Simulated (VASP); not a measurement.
OSZICAR of a VASP run on CoAl (CsCl type):

OSZICAR:
```
       N       E                     dE             d eps       ncg     rms          rms(c)
DAV:   1     0.289863675376E+02    0.28986E+02   -0.40512E+03  1144   0.887E+02
DAV:   2    -0.127911239244E+02   -0.41777E+02   -0.39226E+02  1120   0.171E+02
DAV:   3    -0.137713322244E+02   -0.98021E+00   -0.97238E+00  1338   0.341E+01
DAV:   4    -0.137886073884E+02   -0.17275E-01   -0.17259E-01  1360   0.415E+00
DAV:   5    -0.137891292438E+02   -0.52186E-03   -0.52184E-03  1330   0.718E-01    0.122E+01
DAV:   6    -0.172438645196E+02   -0.34547E+01   -0.80572E+01  1278   0.129E+02    0.195E+01
DAV:   7    -0.121342006150E+02    0.51097E+01   -0.35975E+01  1238   0.826E+01    0.175E+00
DAV:   8    -0.121363286741E+02   -0.21281E-02   -0.25241E-01  1164   0.418E+00    0.119E+00
DAV:   9    -0.121238169409E+02    0.12512E-01   -0.42023E-02  1336   0.285E+00    0.329E-01
DAV:  10    -0.121232670279E+02    0.54991E-03   -0.18281E-03  1336   0.545E-01    0.123E-01
DAV:  11    -0.121232586130E+02    0.84149E-05   -0.54918E-05  1572   0.819E-02    0.327E-02
DAV:  12    -0.121232531067E+02    0.55063E-05   -0.26697E-05  1336   0.713E-02    0.440E-03
DAV:  13    -0.121232529233E+02    0.18335E-06   -0.36177E-07   596   0.542E-03
   1 F= -.12123253E+02 E0= -.12122418E+02  d E =-.166890E-02
```

Which electronic solver shows in the log?

It is blocked Davidson (ALGO = Normal, or the opening steps of other solvers). The INCAR had ALGO = Normal.

How was spin treated?

Without spin polarisation: there is no mag entry.

Can the final energy be trusted as converged?

Self-consistency was reached. It stopped with EDIFF = 1E-6, NELM = 100 (PBE GGA, plane waves, VASP's PBE PAW potentials (set 64)). The cell is charged, with a uniform compensating background.

The compound is CoAl in the CsCl type structure. The cell was not relaxed at this level. The run is one of a series of settings (ISMEAR = 0, NELECT = 11.98, SIGMA = 0.05 against the base run), some of them coarse on purpose. The run is not spin-polarised, so no magnetic state was tried.
